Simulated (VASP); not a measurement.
Input for VASP

INCAR:
```
SYSTEM = Cd
PREC = Accurate
ENCUT = 400
EDIFF = 1E-6
NELM = 100
ALGO = Normal
LREAL = .FALSE.
LASPH = .TRUE.
ISMEAR = 1
SIGMA = 0.1
GGA = PE
LMAXMIX = 4
LWAVE = .FALSE.
LCHARG = .FALSE.
ISIF = 2
ICHARG = 11
```

**KPOINTS**
```
Automatic mesh
0
Gamma
10 10 5
0 0 0
```

**POSCAR**
```
Cd
1
    1.5198000000    -2.6323710000     0.0000000000
    1.5198000000     2.6323710000     0.0000000000
    0.0000000000     0.0000000000     5.7324000000
Cd
2
Direct
  0.3333330000   0.6666670000   0.2500000000
  0.6666670000   0.3333330000   0.7500000000
```

POTCAR, in this order: Cd (PBE.64 set). Program: vasp_std.

The run wrote:

**standard output**
```
 POSCAR found type information on POSCAR Cd
 POSCAR found :  1 types and       2 ions
 Reading from existing POTCAR
 Reading from existing POTCAR
 LDA part: xc-table for (Slater+PW92), standard interpolation
 WARNING: stress and forces are not correct
 POSCAR, INCAR and KPOINTS ok, starting setup
 WAVECAR not read
 WARNING: CHGCAR is incomplete

 -----------------------------------------------------------------------------
|                                                                             |
|     EEEEEEE  RRRRRR   RRRRRR   OOOOOOO  RRRRRR      ###     ###     ###     |
|     E        R     R  R     R  O     O  R     R     ###     ###     ###     |
|     E        R     R  R     R  O     O  R     R     ###     ###     ###     |
|     EEEEE    RRRRRR   RRRRRR   O     O  RRRRRR       #       #       #      |
|     E        R   R    R   R    O     O  R   R                               |
|     E        R    R   R    R   O     O  R    R      ###     ###     ###     |
|     EEEEEEE  R     R  R     R  OOOOOOO  R     R     ###     ###     ###     |
|                                                                             |
|     ICHARG>10                                                               |
|                                                                             |
|       ---->  I REFUSE TO CONTINUE WITH THIS SICK JOB ... BYE!!! <----       |
|                                                                             |
 -----------------------------------------------------------------------------
```

Read input and log: which fault does this run have?
(A) NBANDS is too small to hold all electrons
(B) LEPSILON was set with a meta-GGA
(C) ICHARG = 11 asks for a fixed density, but there is no CHGCAR
(D) the mesh has unequal divisions along equivalent axes and breaks the lattice's symmetry

C, ICHARG = 11 asks for a fixed density, but there is no CHGCAR. VASP stops with an error: ERROR: charge density could not be read from file CHGCAR for ICHARG>10 ----> I REFUSE TO CONTINUE WITH THIS SICK JOB ... BYE!!! <----

To mend it, run self-consistently first and keep its CHGCAR, or remove ICHARG. The plain static run on this cell (PBE GGA, plane waves, VASP's PBE PAW potentials (set 64)) converges, and its OSZICAR ends with
```
   1 F= -.15027811E+01 E0= -.15026621E+01  d E =-.357126E-03
```

The compound is Cd in the hcp structure. The cell was not relaxed at this level.
